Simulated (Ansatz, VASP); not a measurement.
Two plane-wave programs on Mg6SiB

INCAR

```
SYSTEM = Mg6SiB
  PREC = Accurate
  ENCUT = 520
  EDIFF = 1E-8
  ISMEAR = -1
  SIGMA = 0.05
  LREAL = .FALSE.
  LASPH = .TRUE.
  NELM = 60
  ALGO = Normal
  ISIF = 2
  LWAVE = .FALSE.
  LCHARG = .FALSE.
  METAGGA = R2SCAN
  LMIXTAU = .TRUE.
  LUSE_VDW = .TRUE.
  IVDW_NL = 2
  BPARAM = 11.95
  CPARAM = 0.0093
  LEFG = .TRUE.
```

The input KPOINTS:

```
regular mesh
0
G
  7 5 5
  0 0 0
```

File POSCAR:

```
Mg6SiB
3.9757
    1.000002012224      0.000000000000      0.000000000000
    0.000000000000      0.978864099404      1.242047186659
    0.000000000000     -0.978864099404      1.242047186659
Si Mg B
1 6 1
Direct
   -0.0011580000      0.9454970000      0.9487560000
    0.5025540000      0.1393870000      0.1391730000
    0.4994120000      0.1033990000      0.6644980000
    0.5015730000      0.6647110000      0.0964610000
   -0.0041540000      0.3720000000      0.3662920000
   -0.0008260000      0.4483190000      0.8163070000
   -0.0006900000      0.8132110000      0.4416610000
    0.4996810000      0.5143600000      0.5231830000
```

The input input.yaml:

```yaml
crystal:
  lattice:
    - [3.975708, 0.0, 0.0]
    - [0.0, 3.89167, 4.938007]
    - [0.0, -3.89167, 4.938007]
  atoms:
    - { symbol: Si, position: [-0.001158, 0.945497, 0.948756] }
    - { symbol: Mg, position: [0.502554, 0.139387, 0.139173] }
    - { symbol: Mg, position: [0.499412, 0.103399, 0.664498] }
    - { symbol: Mg, position: [0.501573, 0.664711, 0.096461] }
    - { symbol: Mg, position: [-0.004154, 0.372, 0.366292] }
    - { symbol: Mg, position: [-0.000826, 0.448319, 0.816307] }
    - { symbol: Mg, position: [-0.00069, 0.813211, 0.441661] }
    - { symbol: B, position: [0.499681, 0.51436, 0.523183] }
hamiltonian:
  xc: r2scan
  pseudopotentials: { kind: paw }
  dispersion: rvv10
kpoints:
  mp_grid: { grid: [7, 5, 5] }
scf:
  occupations: { method: fermi_dirac, width: 0.05 }
output:
  forces: true
  stress: true
  eigenvalues: true
  efg: {}
```

Change from the starting cell: atoms moved at random, drawn with an rms of 0.02 Å.

Alike in both runs: task electric field gradients; functional r2SCAN; dispersion rVV10; k mesh 7 × 5 × 5; occupations fermi-dirac, width 0.05 eV; no spin polarisation.

```csv
,VASP,Ansatz
version,VASP 6.6.1,Ansatz 0.2.0
potentials or method,"VASP PAW PBE potentials, release 64 (Si, Mg, B)",Ansatz PAW
plane-wave cutoff (eV),520,500
valence electrons in the cell,19,67
```

VASP gave:

* gap on the k mesh at the Fermi level (eV): none
* pressure (GPa): -1.4
* largest component of the traceless stress (GPa): 0.77
* rms of the force components (eV/Å): 0.083
* Vzz of the field gradient on the site that differs most (V/Å²): 8.0

**Question.** Which values does Ansatz return?

**Answer.** gap on the k mesh at the Fermi level (eV): none; pressure (GPa): -1.1; largest component of the traceless stress (GPa): 0.78; rms of the force components (eV/Å): 0.082; Vzz of the field gradient on the site that differs most (V/Å²): -9.1.

Atom by atom the forces differ by 0.003 eV/Å (rms over components). A gap of «none» marks a metal or a gap that the smearing closes. The two sets of potentials don't hold the same shells in valence.

Caveats: the PAW data sets were made with another functional, which shifts forces and pressure a little (VASP); the PAW data sets come from PBE, with cores solved anew for the run's functional, which leaves a small shift of forces and pressure (Ansatz).
